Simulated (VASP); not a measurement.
```xyz
4
Lattice="1.2655 -2.1919 0.0000 1.2655 2.1919 0.0000 0.0000 0.0000 4.1865" Properties=species:S:1:pos:R:3 pbc="T T T"
B      1.2655    -0.7306     2.0944
B      1.2655     0.7306     0.0012
N      1.2655    -0.7306     3.6620
N      1.2655     0.7306     1.5688
```

Computed with PBEsol GGA, VASP's PBE PAW potentials (set 64) (plane waves; VASP). Settings: 620 eV cut-off, 10×10×5 Γ-centred mesh, Gaussian smearing of 0.050 eV, potentials B N.

**Question.** What does the run give for the energy per atom (σ→0), pressure?

**Answer.** 
```yaml
energy per atom (σ→0): -9.158 eV/atom
pressure: 5.00 GPa
```

The compound is BN in the wurtzite structure, a metastable high-pressure form. It was relaxed first under an external pressure of 5 GPa.
